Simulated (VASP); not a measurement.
Level of theory: PBEsol GGA with spin-orbit coupling, VASP's PBE PAW potentials (set 64) (plane waves; VASP).

VASP input:

**KPOINTS_OPT**
```
k-points along high-symmetry lines
5
Line-mode
Reciprocal
  0.000000   0.000000   0.000000 ! GAMMA
 -0.500000   0.500000   0.000000 ! Y

 -0.500000   0.500000   0.000000 ! Y
 -0.281351   0.718649   0.000000 ! C_0

  0.281351   0.281351   0.000000 ! SIGMA_0
  0.000000   0.000000   0.000000 ! GAMMA

  0.000000   0.000000   0.000000 ! GAMMA
  0.000000   0.000000   0.500000 ! Z

  0.000000   0.000000   0.500000 ! Z
  0.281351   0.281351   0.500000 ! A_0

 -0.281351   0.718649   0.500000 ! E_0
 -0.500000   0.500000   0.500000 ! T

 -0.500000   0.500000   0.500000 ! T
 -0.500000   0.500000   0.000000 ! Y

  0.000000   0.000000   0.000000 ! GAMMA
  0.000000   0.500000   0.000000 ! S

  0.000000   0.500000   0.000000 ! S
  0.000000   0.500000   0.500000 ! R

  0.000000   0.500000   0.500000 ! R
  0.000000   0.000000   0.500000 ! Z

  0.000000   0.000000   0.500000 ! Z
 -0.500000   0.500000   0.500000 ! T
```

File KPOINTS:
```
Automatic mesh
0
Gamma
8 8 6
0 0 0
```

### POSCAR
```
GdPd
1
    1.8658530092    -5.2249946535     0.0000000000
    1.8658530092     5.2249946535    -0.0000000000
    0.0000000000    -0.0000000000     4.4851503239
Gd Pd
2 2
Direct
  0.8623970348   0.1376029652   0.2500000000
  0.1376029652   0.8623970348   0.7500000000
  0.5855009403   0.4144990597   0.2500000000
  0.4144990597   0.5855009403   0.7500000000
```

INCAR:
```
SYSTEM = GdPd
PREC = Accurate
ENCUT = 400
EDIFF = 1E-6
NELM = 100
ALGO = Normal
LREAL = .FALSE.
LASPH = .TRUE.
ISMEAR = 0
SIGMA = 0.05
GGA = PS
LMAXMIX = 6
LWAVE = .FALSE.
LCHARG = .FALSE.
LSORBIT = .TRUE.
MAGMOM = 0 0 0 0 0 0 0 0 0 0 0 0
GGA_COMPAT = .FALSE.
```

POTCAR, in this order: Gd_3 Pd (PBE.64 set). Program: vasp_ncl.

The 4f electrons are frozen in the core of the lanthanide potential, so 4f levels, which can set the real gap, and their magnetism are missing.

### Question
What does the run give for the energy per atom (σ→0), band gap (over mesh and band path)?

### Answer

```yaml
energy per atom (σ→0): -6.516 eV/atom
band gap (over mesh and band path): none (metal, semimetal or under 0.01 eV)
```

**OSZICAR**
```
...
DAV:  10    -0.260654963906E+02    0.11271E-02   -0.50588E-03  8888   0.509E-01    0.307E-01
DAV:  11    -0.260654389530E+02    0.57438E-04   -0.57848E-04  8980   0.168E-01    0.125E-01
DAV:  12    -0.260654464569E+02   -0.75039E-05   -0.24340E-05  9542   0.340E-02    0.497E-02
DAV:  13    -0.260654411671E+02    0.52899E-05   -0.45607E-05  8372   0.477E-02    0.276E-02
DAV:  14    -0.260654397422E+02    0.14249E-05   -0.33653E-06  7838   0.148E-02    0.423E-03
DAV:  15    -0.260654396964E+02    0.45781E-07   -0.52257E-07  4800   0.473E-03
   1 F= -.26065440E+02 E0= -.26063436E+02  d E =-.400699E-02  mag=     0.0000    -0.0000    -0.0000
       N       E                     dE             ncg
```

The structure comes from a measured GdPd entry (Cmcm) of the Crystallography Open Database, whose conditions weren't checked. It was relaxed first.
